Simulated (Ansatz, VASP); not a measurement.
**C: VASP beside Ansatz**

One calculation is typed for both programs; each brings its own data sets. How far apart do they land? The structure shown is frame 15 of Ansatz's trajectory.

Calculated with Ansatz 0.2.0; plane waves, with VASP 6.6.1 beside it; single point at PBE.

### 1. The structure

The cell holds 64 atoms: 64 C. Its edges and angles: a = 9.022 Å, b = 9.022 Å, c = 9.022 Å, α = 90.0°, β = 90.0°, γ = 90.0°. As first built, before any earlier steps moved the atoms (in the runner's words): 64 atoms (64 C) placed at random at 1.74 g/cm^3, melted at 5500 K for 10 ps at fixed volume with the LCBOP (Los and Fasolino, Phys. Rev. B 68, 024107 (2003)). Quenched from 5500 K to 300 K at 100 K/ps and fixed volume, held 5 ps.

### 2. Ansatz: dynamics, PBE

Ansatz runs on its default PAW (the set named soft_2) files.

One frame of this run of dynamics is then solved in both programs, so the motion causes no difference.

Input file input.yaml:

```yaml
crystal:
  lattice:
    - [9.0223, 0.0, 0.0]
    - [0.0, 9.0223, 0.0]
    - [0.0, 0.0, 9.0223]
  atoms:
    - { symbol: C, position: [0.14992, 0.42174, 0.632] }
    - { symbol: C, position: [0.2413, 0.79494, 0.31302] }
    - { symbol: C, position: [0.5187, 0.5349, 0.99085] }
    - { symbol: C, position: [0.85268, 0.00255, 0.29339] }
    - { symbol: C, position: [0.08526, 0.55624, 0.67335] }
    - { symbol: C, position: [0.83822, 0.5278, 0.56282] }
    - { symbol: C, position: [0.01808, 0.90919, 0.62069] }
    - { symbol: C, position: [0.65422, 0.75624, 0.10366] }
    - { symbol: C, position: [0.47635, 0.95896, 0.99496] }
    - { symbol: C, position: [0.55431, 0.62833, 0.12163] }
    - { symbol: C, position: [0.30589, 0.52549, 0.39367] }
    - { symbol: C, position: [0.3649, 0.97428, 0.13942] }
    - { symbol: C, position: [0.21524, 0.18157, 0.58918] }
    - { symbol: C, position: [0.10542, 0.2688, 0.66595] }
    - { symbol: C, position: [0.90214, 0.64424, 0.13143] }
    - { symbol: C, position: [0.48321, 0.9985, 0.82838] }
    - { symbol: C, position: [0.42995, 0.47039, 0.31061] }
    - { symbol: C, position: [0.3824, 0.45459, 0.99565] }
    - { symbol: C, position: [0.68804, 0.43116, 0.75878] }
    - { symbol: C, position: [0.05253, 0.69099, 0.11464] }
    - { symbol: C, position: [0.94551, 0.22909, 0.18128] }
    - { symbol: C, position: [0.97055, 0.18413, 0.69289] }
    - { symbol: C, position: [0.14916, 0.58639, 0.18351] }
    - { symbol: C, position: [0.25295, 0.03893, 0.65162] }
    - { symbol: C, position: [0.41133, 0.96981, 0.42175] }
    - { symbol: C, position: [0.74273, 0.94592, 0.89059] }
    - { symbol: C, position: [0.89008, 0.48398, 0.15016] }
    - { symbol: C, position: [0.78654, 0.42185, 0.25916] }
    - { symbol: C, position: [0.27053, 0.88133, 0.4426] }
    - { symbol: C, position: [0.00978, 0.3698, 0.12722] }
    - { symbol: C, position: [0.69051, 0.52462, 0.33393] }
    - { symbol: C, position: [0.09675, 0.84226, 0.08603] }
    - { symbol: C, position: [0.39348, 0.05767, 0.28578] }
    - { symbol: C, position: [0.24506, 0.41526, 0.49524] }
    - { symbol: C, position: [0.38364, 0.33483, 0.22779] }
    - { symbol: C, position: [0.35416, 0.20981, 0.32223] }
    - { symbol: C, position: [0.61778, 0.502, 0.86987] }
    - { symbol: C, position: [0.81715, 0.27074, 0.28764] }
    - { symbol: C, position: [0.78687, 0.13049, 0.3752] }
    - { symbol: C, position: [0.93445, 0.78474, 0.56122] }
    - { symbol: C, position: [0.55194, 0.55534, 0.2657] }
    - { symbol: C, position: [0.64665, 0.99704, 0.77172] }
    - { symbol: C, position: [0.95022, 0.06221, 0.16486] }
    - { symbol: C, position: [0.95412, 0.63043, 0.6275] }
    - { symbol: C, position: [0.2961, 0.37464, 0.09998] }
    - { symbol: C, position: [0.97217, 0.0194, 0.74303] }
    - { symbol: C, position: [0.79418, 0.75518, 0.17285] }
    - { symbol: C, position: [0.99634, 0.96542, 0.03573] }
    - { symbol: C, position: [0.82139, 0.8443, 0.30131] }
    - { symbol: C, position: [0.83, 0.23282, 0.62165] }
    - { symbol: C, position: [0.27862, 0.25921, 0.4635] }
    - { symbol: C, position: [0.75294, 0.12505, 0.53537] }
    - { symbol: C, position: [0.90586, 0.97901, 0.89162] }
    - { symbol: C, position: [0.76651, 0.61237, 0.44522] }
    - { symbol: C, position: [0.49233, 0.00804, 0.55942] }
    - { symbol: C, position: [0.39935, 0.0084, 0.6916] }
    - { symbol: C, position: [0.23587, 0.86913, 0.17052] }
    - { symbol: C, position: [0.83141, 0.77182, 0.43871] }
    - { symbol: C, position: [0.78326, 0.39414, 0.63493] }
    - { symbol: C, position: [0.64182, 0.0313, 0.60606] }
    - { symbol: C, position: [0.62897, 0.88131, 0.00736] }
    - { symbol: C, position: [0.18289, 0.92353, 0.57554] }
    - { symbol: C, position: [0.15105, 0.43519, 0.12887] }
    - { symbol: C, position: [0.22984, 0.63643, 0.31348] }
kpoints:
  mp_grid: { grid: [1, 1, 1] }
hamiltonian:
  xc: pbe
scf:
  occupations: { method: fermi_dirac, width: 0.05 }
output:
  forces: true
md:
  timestep: 1.0
  n_steps: 45
  ensemble: nvt_nose_hoover
  temperature: 300
  initial_velocities: maxwell_boltzmann
  seed: 7623
```

Launch:

```
$ ansatz run input.yaml --threads 4 --pin off --max-ram 8192MiB --backend cpu --events-out ev --progress --plain --runs-dir out
```

Numbers of over 12 decimals in the logs are rounded to 6 here.

Log:

```text
Warning: md: disabling space-group detection — thermal motion breaks the input geometry's symmetry, so no spatial operation reduces the k-mesh or symmetrises the density; time reversal is kept, so that k and −k are solved as one point where they differ and the mesh holds both, and exact exchange and, on two spinor components, a DFT+U term hold to it where the run has them: on two components no moment then forms, and  [...]
Engine: ansatz 0.2.0, aarch64-unknown-linux-gnu
Pseudopotentials: kind: paw
Pseudopotential: C, paw, valence charge 4, recommended cutoff 420 eV (normal), C.paw.azcp
Functional definition: PBE
  parameter kappa = 0.804
  parameter beta = 0.066725
  exchange = pbe_x(kappa = kappa, mu = beta*pi^2/3)
  correlation = pbe_c(beta = beta)
Crystal: 64 atoms, lattice volume = 734.432 Å³
Basis set: ecut = 420 eV, 14363 PW (Γ), exchange–correlation on 128×128×128 points (8 copies of the dense FFT grid, shifted against one another)
Bands: 192, of which v1, the nominal top of the filled ones, is band 128 counted from 1 (127 counted from 0)
Symmetry: 1 space group operations
k-points: 1
Non-local potential: C, projectors of the file, l = 0: 2, l = 1: 2, l = 2: 1
PAW form: soft (Blöchl's): semilocal exchange-correlation on the pseudo side does not see the compensation charge
PAW one-centre angular grid: C, 110 points (default); XC on 64 Gauss nodes
Initial density: superposition of atomic densities (neutral atoms: chi_scale 0, normalization atom), corrected by the library's trained network
Initial wavefunctions: pseudopotential atomic-orbital guess
Functional: x = pbe(κ = 0.804, μ = 0.219515), c = pbe(β = 0.066725)
SCF iter   1: F=—  HF=-15999.504435 eV  |F-HF|=—  |Δ(HF+E_count)|=         —  Δρ=1.71e-2  dr2=4.92e0  ethr=1.77e-3  ⟨swp⟩=7.0  Hψ=922  notcnv=0  defer=34
preconditioner: auto → LDOS  [insulator: Δε(μ)=0.336 eV  Ē_g=13.370 eV  σ=0.050 eV  W_gap=0.93  n_scr=146 (ndim 8)  ℏωp=21.9 eV  f_vac=0.179  D(μ)=4.03/eV (n_scr^D=18)  ε∞_Penn≈3.7  β→1.0]
SCF iter   2: F=—  HF=-15999.337808 eV  |F-HF|=—  |Δ(HF+E_count)|=   1.67e-1  Δρ=1.48e-2  dr2=5.07e0  ethr=1.77e-3  ⟨swp⟩=3.0  Hψ=332  notcnv=0  defer=46
SCF iter   3: F=—  HF=-15998.972530 eV  |F-HF|=—  |Δ(HF+E_count)|=   3.65e-1  Δρ=4.09e-3  dr2=2.86e-1  ethr=1.77e-3  ⟨swp⟩=3.0  Hψ=188  notcnv=0  defer=46
SCF iter   4: F=—  HF=-15998.954948 eV  |F-HF|=—  |Δ(HF+E_count)|=   1.76e-2  Δρ=1.26e-3  dr2=2.34e-2  ethr=1.12e-4  ⟨swp⟩=2.0  Hψ=310  notcnv=0  defer=44
SCF iter   5: F=—  HF=-15998.953382 eV  |F-HF|=—  |Δ(HF+E_count)|=   1.57e-3  Δρ=4.92e-4  dr2=3.33e-3  ethr=9.14e-6  ⟨swp⟩=2.0  Hψ=174  notcnv=0  defer=44
SCF iter   6: F=—  HF=-15998.953346 eV  |F-HF|=—  |Δ(HF+E_count)|=   3.67e-5  Δρ=2.75e-4  dr2=9.84e-4  ethr=1.30e-6  ⟨swp⟩=2.0  Hψ=243  notcnv=0  defer=44
SCF iter   7: F=—  HF=-15998.953309 eV  |F-HF|=—  |Δ(HF+E_count)|=   3.63e-5  Δρ=1.19e-4  dr2=2.10e-4  ethr=3.84e-7  ⟨swp⟩=2.0  Hψ=163  notcnv=0  defer=44
SCF iter   8: F=—  HF=-15998.953310 eV  |F-HF|=—  |Δ(HF+E_count)|=   6.37e-7  Δρ=6.50e-5  dr2=5.34e-5  ethr=8.21e-8  ⟨swp⟩=2.0  Hψ=240  notcnv=0  defer=44
SCF iter   9: F=—  HF=-15998.954416 eV  |F-HF|=—  |Δ(HF+E_count)|=   1.11e-3  Δρ=3.55e-5  dr2=1.69e-5  ethr=2.08e-8  ⟨swp⟩=2.0  Hψ=261  notcnv=0  defer=44
SCF iter  10: F=—  HF=-15998.954415 eV  |F-HF|=—  |Δ(HF+E_count)|=   1.48e-6  Δρ=1.93e-5  dr2=4.23e-6  ethr=6.62e-9  ⟨swp⟩=2.0  Hψ=175  notcnv=0  defer=44
[...]
SCF 1 converged in 13 iterations: F = -15998.954414 eV  dr2 = 4.54e-8
  greatest PAW one-centre occupation: 0.681 electrons in one spin orbital (limit 2), on the C atom at site 17 (counted from 0), in its partial waves of l = 0
md step     0: t =     0.00 fs  T =   300.0 K  F+E_penalty+E_count = -15998.95441427 eV  E_kin = 2.443014 eV  conserved = -15996.51140029 eV  (13 SCF iters)
Initial density: handed on by an earlier stage of this run
Initial wavefunctions: those handed on with the density
[...]
preconditioner: auto → LDOS  [insulator: Δε(μ)=0.203 eV  Ē_g=13.401 eV  σ=0.050 eV  W_gap=0.76  n_scr=146 (ndim 8)  ℏωp=21.9 eV  f_vac=0.182  D(μ)=9.65/eV (n_scr^D=32)  ε∞_Penn≈3.7  β→1.0]
SCF iter   2: F=—  HF=-16002.618361 eV  |F-HF|=—  |Δ(HF+E_count)|=   6.41e-3  Δρ=2.78e-3  dr2=8.43e-2  ethr=3.64e-5  ⟨swp⟩=2.0  Hψ=354  notcnv=0  defer=48
SCF iter   3: F=—  HF=-16002.599450 eV  |F-HF|=—  |Δ(HF+E_count)|=   1.89e-2  Δρ=6.96e-4  dr2=4.59e-3  ethr=3.29e-5  ⟨swp⟩=2.0  Hψ=267  notcnv=0  defer=48
SCF iter   4: F=—  HF=-16002.598655 eV  |F-HF|=—  |Δ(HF+E_count)|=   7.96e-4  Δρ=2.05e-4  dr2=4.09e-4  ethr=1.79e-6  ⟨swp⟩=2.0  Hψ=255  notcnv=0  defer=48
SCF iter   5: F=—  HF=-16002.598649 eV  |F-HF|=—  |Δ(HF+E_count)|=   5.41e-6  Δρ=1.03e-4  dr2=9.83e-5  ethr=1.60e-7  ⟨swp⟩=2.0  Hψ=217  notcnv=0  defer=48
SCF iter   6: F=—  HF=-16002.598671 eV  |F-HF|=—  |Δ(HF+E_count)|=   2.20e-5  Δρ=6.14e-5  dr2=4.47e-5  ethr=3.84e-8  ⟨swp⟩=2.0  Hψ=240  notcnv=0  defer=48
SCF iter   7: F=—  HF=-16002.599864 eV  |F-HF|=—  |Δ(HF+E_count)|=   1.19e-3  Δρ=3.25e-5  dr2=1.07e-5  ethr=1.75e-8  ⟨swp⟩=2.0  Hψ=246  notcnv=0  defer=3
SCF iter   8: F=—  HF=-16002.599863 eV  |F-HF|=—  |Δ(HF+E_count)|=   9.33e-7  Δρ=1.34e-5  dr2=1.76e-6  ethr=4.18e-9  ⟨swp⟩=2.0  Hψ=233  notcnv=0  defer=3
SCF iter   9: F=—  HF=-16002.599863 eV  |F-HF|=—  |Δ(HF+E_count)|=   1.09e-7  Δρ=6.00e-6  dr2=3.55e-7  ethr=6.87e-10  ⟨swp⟩=2.0  Hψ=240  notcnv=0  defer=3
SCF iter  10: F=—  HF=-16002.599863 eV  |F-HF|=—  |Δ(HF+E_count)|=   3.15e-9  Δρ=3.11e-6  dr2=8.43e-8  ethr=1.39e-10  ⟨swp⟩=2.0  Hψ=240  notcnv=0  defer=3
SCF iter  11: F=-16002.599863 eV  HF=-16002.599863 eV  |F-HF|=1.00e-8  |Δ(HF+E_count)|=   1.67e-9  Δρ=1.17e-6  dr2=1.40e-8  ethr=2.50e-11  ⟨swp⟩=3.0  Hψ=453  notcnv=0
SCF 46 converged in 11 iterations: F = -16002.599863 eV  dr2 = 1.40e-8
  greatest PAW one-centre occupation: 0.702 electrons in one spin orbital (limit 2), on the C atom at site 4 (counted from 0), in its partial waves of l = 0
md step    45: t =    45.00 fs  T =   631.8 K  F+E_penalty+E_count = -16002.59986290 eV  E_kin = 5.144773 eV  conserved = -15996.53141092 eV  (11 SCF iters)
NSCF: frozen V_eff on 1 k-points
the band table was solved once a step of the walk had ended and its energy, with any forces and stress, was formed, with the checks that follow a solve (964 applications of the Hamiltonian). They found nothing against the state; the energy, forces and stress were not computed again (output.eigenvalues in the input reference)
SCF converged after 11 iterations
Free energy (F): -16002.599863 eV
Harris-Foulkes:  -16002.599863 eV  (|F-HF|=1.00e-8)
Internal energy: -16002.512252 eV  (E = F + TS)
E sigma→0 (E₀):  -16002.556057 eV
Entropy (-TS):   -0.087611 eV (-1.369 meV/atom)
Fermi energy:    4.310726 eV
--- Per-component energies (eV) ---
  E_band       = -1101.298098
  E_kinetic    = 5641.586555
  E_local      = -14454.572999  (includes V_loc(G=0)·N_el)
  E_nonlocal   = 1719.912363
  E_hartree    = 5066.437826
  E_xc         = -3016.096746
  E_vxc        = -3730.330425  (∫ρ·V_xc dr)
  E_paw        = -6338.169994  (= ΣΔE_a)
  E_vpaw       = -410.770105  (= ΣTr[D̂ρ^β])
  E_aug_tail   = 0.000463  (compensation charges beyond the density's cutoff)
  E_ewald      = -4621.609721
  E_smearing   = -0.087611  (= −TS)
  E_closure    = -0.000000  (closes the sum)
  Σ components = -16002.599863   (vs F -16002.599863, Δ=0.00e0)
--- Forces (eV/Å), atoms counted from 1 ---
  atom   1  C     -0.61376844    -0.30947441     0.93732264
  atom   2  C     -0.71410145    -1.33769513    -0.83878912
  atom   3  C      0.80110892     0.80791911     0.37295248
  atom   4  C     -1.28321115    -0.40734161     1.35758456
  atom   5  C     -1.51086841     0.60510975     1.19842209
  atom   6  C     -1.01767710     0.50955601    -0.09133094
  atom   7  C      2.85092279     1.24205460    -0.12431691
  atom   8  C     -0.28567719     2.12971458    -1.52733967
  atom   9  C     -1.31300451    -0.28550903     0.40959274
  atom  10  C     -1.23182813    -0.96673142    -0.96943852
  atom  11  C      0.28532085    -0.66388914     1.17435615
  atom  12  C      1.53988999     0.91952124    -0.61746780
  atom  13  C     -0.90559616    -0.05053402    -0.98742722
  atom  14  C      1.13052979     0.42961123    -0.40299589
  atom  15  C     -0.44349605     0.76742675     0.68342861
  atom  16  C     -0.71729140    -0.34716276    -0.90214573
  atom  17  C      0.83139210    -0.34678459     0.07628381
  atom  18  C     -0.21992578    -0.15097161    -0.27312538
  atom  19  C      1.64612691    -1.04523438    -2.78608510
  atom  20  C      0.73669708     0.41044389     0.48459730
  atom  21  C      0.36786469    -0.21710389    -0.13891831
  atom  22  C     -0.86548445     1.14628786     0.27346212
  atom  23  C     -0.53371930    -0.40954239    -1.39099962
  atom  24  C      1.45694083    -0.11154717    -2.65571320
[...]
atom  57  C      0.48485278    -0.72115927     0.91564141
  atom  58  C      0.75239863     1.96831842    -0.12876969
  atom  59  C     -2.38046583     1.49973904     1.96965951
  atom  60  C     -2.18104569    -0.43701148    -0.06646076
  atom  61  C      0.55352696    -1.77162643     0.30429536
  atom  62  C     -2.16040882     1.14687282     1.71418962
  atom  63  C     -2.87215362    -1.00766873    -0.24021106
  atom  64  C      0.18189661     1.90673686     1.83064611
  max |Σ_I F_I| component: 4.82e-5 eV/Å
--- Band table (eV) ---
  k-point 0: bands = [... 124 lower, 3.5756, 3.7962, 3.9296, 4.2176, 4.4203, 4.4779, 4.7362, 4.8880, ... 60 higher]
--- MD trajectory: 45 steps, t = 0.0 → 45.0 fs ---
  final state: T = 631.8 K   F+E_penalty+E_count = -16002.59986290 eV   E_kin = 5.144773 eV
  conserved energy: peak-to-peak 2.538e-2 eV (3.966e-4 eV/atom) over 45.0 fs
```

(Part 1 of 2 ends here.)

[Lines on the potential files, build, host, timing and source positions are cut from VASP's logs without a mark.]

[Logs are printed without paths, hosts, clocks, repeated set-up lines and the standing remarks that a program may print on its own settings, such as how far it seeks lower states.]

[Hosts, paths, dates, database ids (printed as entryN), source tags and the programs' standing remarks are cut or masked in the printed files.]
